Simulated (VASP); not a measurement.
Computed with PBE GGA, VASP's PBE PAW potentials (set 64) (plane waves; VASP).

Input for VASP

KPOINTS:
```
K-points
0
gamma
 10 10 10
```

**INCAR**
```
ALGO = Normal
EDIFF = 1E-6
ENCUT = 520
GGA = PE
ISIF = 2
ISMEAR = 0
LASPH = .True.
LCHARG = .False.
LREAL = .False.
LWAVE = .False.
NELECT = 8.02
NELM = 100
PREC = Accurate
SIGMA = 0.05
SYSTEM = MgO
```

**POSCAR**
```
MgO
2.14710
  0.0000000000   1.0000000000   1.0000000000
  1.0000000000   0.0000000000   1.0000000000
  1.0000000000   1.0000000000   0.0000000000
Mg O
1 1
direct
  0.0000000000   0.0000000000   0.0000000000
  0.5000000000   0.5000000000   0.5000000000
```

POTCAR, in this order: Mg O (PBE.64 set). Program: vasp_std.

The run wrote:

**OSZICAR**
```
       N       E                     dE             d eps       ncg     rms          rms(c)
DAV:   1     0.782067511274E+01    0.78207E+01   -0.47100E+03   928   0.871E+02
DAV:   2    -0.130970654431E+02   -0.20918E+02   -0.20678E+02   952   0.129E+02
DAV:   3    -0.133305354821E+02   -0.23347E+00   -0.23347E+00  1008   0.146E+01
DAV:   4    -0.133308639491E+02   -0.32847E-03   -0.32847E-03   984   0.508E-01
DAV:   5    -0.133308641925E+02   -0.24336E-06   -0.24374E-06   984   0.105E-02    0.721E+00
DAV:   6    -0.117788302948E+02    0.15520E+01   -0.10715E+01   752   0.227E+01    0.237E+00
DAV:   7    -0.117595446696E+02    0.19286E-01   -0.70046E-02   808   0.295E+00    0.132E+00
DAV:   8    -0.117523465012E+02    0.71982E-02   -0.27752E-02   752   0.250E+00    0.174E-01
DAV:   9    -0.117522006877E+02    0.14581E-03   -0.45567E-04  1064   0.196E-01    0.815E-02
DAV:  10    -0.117523073174E+02   -0.10663E-03   -0.14885E-04   768   0.130E-01    0.540E-03
DAV:  11    -0.117523075265E+02   -0.20912E-06   -0.13274E-06   984   0.961E-03
   1 F= -.11752308E+02 E0= -.11752255E+02  d E =-.106006E-03
```

**OUTCAR**
```
------------------------ aborting loop because EDIFF is reached ----------------------------------------
  FORCE on cell =-STRESS in cart. coord.  units (eV):
  Direction    XX          YY          ZZ          XY          YZ          ZX
  --------------------------------------------------------------------------------------
  Total       -0.2685594     -0.2685594     -0.2685594      0.0000000      0.0000000      0.0000000
  in kB      -21.7352249    -21.7352249    -21.7352249      0.0000000      0.0000000      0.0000000
  external PRESSURE =     -21.7352249 kB  Pullay stress =       0.0000000 kB
  volume of cell :       19.80
      direct lattice vectors                 reciprocal lattice vectors
     0.000000000  2.147100000  2.147100000    -0.232872246  0.232872246  0.232872246
     2.147100000  0.000000000  2.147100000     0.232872246 -0.232872246  0.232872246
     2.147100000  2.147100000  0.000000000     0.232872246  0.232872246 -0.232872246
  FREE ENERGIE OF THE ION-ELECTRON SYSTEM (eV)
  ---------------------------------------------------
  free  energy   TOTEN  =       -11.7523075265 eV

  energy  without entropy=      -11.7522015204  energy(sigma->0) =      -11.75225452
```
(Selected blocks of OUTCAR.)

The cell is charged, with a uniform compensating background.

The compound is MgO in the rock salt structure. The cell was not relaxed at this level. The run is one of a series of settings (NELECT = 8.02 against the base run), some of them coarse on purpose.
